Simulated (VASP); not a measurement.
Given:

```yaml
crystal:
  lattice:
    - [0.00000, 1.82218, 1.82218]
    - [1.82218, 0.00000, 1.82218]
    - [1.82218, 1.82218, 0.00000]
  atoms:
    - { symbol: B, position: [0.00000, 0.00000, 0.00000] }
    - { symbol: N, position: [0.25000, 0.25000, 0.25000] }
```

Method: RPBE GGA, VASP's PBE PAW potentials (set 64) (plane waves; VASP 6.6.1). Numerical set-up: 520 eV cut-off, Gaussian smearing of 0.050 eV, potentials B N.

### Question
Give the energies of bands 2 to 7 at the high-symmetry points, in eV from the valence-band maximum.

### Answer

```
band     Γ      X      U       L      W
----  ----  -----  -----  ------  -----
2     0.00  -8.78  -8.03  -10.48  -7.52
3     0.00  -4.79  -7.46   -1.89  -6.77
4     0.00  -4.79  -3.98   -1.89  -6.33
5     8.76   4.46   6.87    9.82   9.55
6     8.76   9.12  12.69   10.62  13.06
7     8.76  17.66  15.61   10.62  14.30
```

The gap is indirect, 4.46 eV, from the valence maximum at Γ to the conduction minimum at X.

Measured: gap 6.20 eV at 300 K (computed value off by -1.74 eV), as given by arXiv:1206.3780.

The compound is BN in the zinc blende structure. It was relaxed first.
